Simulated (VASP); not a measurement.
Consider the following.

```
MgB2
1.0
    1.54107    -2.66921     0.00000
    1.54107     2.66921     0.00000
    0.00000     0.00000     3.50313
Mg B
1 2
Direct
  0.00000   0.00000   0.00000
  0.33333   0.66667   0.50000
  0.66667   0.33333   0.50000
```

Level of theory: PBE GGA, VASP's PBE PAW potentials (set 64) (plane waves; VASP). Numerical set-up: 600 eV cut-off, 10×10×8 Γ-centred mesh, first-order Methfessel-Paxton smearing of 0.10 eV, potentials Mg B.

Problem. Predict the energy per atom (σ→0), band gap (on the k-mesh) with the smallest direct gap where there is one.

Solution. 
The band gap (on the k-mesh) comes out as none (metal, semimetal or under 0.01 eV) and the energy per atom (σ→0) is -5.108 eV/atom.

Only differences to runs with the same potentials and settings are physical.

The compound is MgB2 in the AlB2 type structure. It was relaxed first.
